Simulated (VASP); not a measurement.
Input:

```
SrO
1.0
    0.00000     2.60316     2.60316
    2.60316     0.00000     2.60316
    2.60316     2.60316     0.00000
Sr O
1 1
Direct
  0.50000   0.50000   0.50000
  0.00000   0.00000   0.00000
```

All values below come from revPBE GGA, VASP's PBE PAW potentials (set 64) (plane waves; VASP). Settings: 400 eV cut-off, 7×7×7 Γ-centred mesh, Gaussian smearing of 0.020 eV, potentials Sr_sv O.

What does the run give for the energy per atom (σ→0)?

```
Property                        Value
---------------------  --------------
energy per atom (σ→0)  -5.739 eV/atom
```

Only differences to runs with the same potentials and settings are physical.

The structure comes from a computed database's SrO entry; how it stands against other phases isn't given here. The cell was not relaxed at this level.
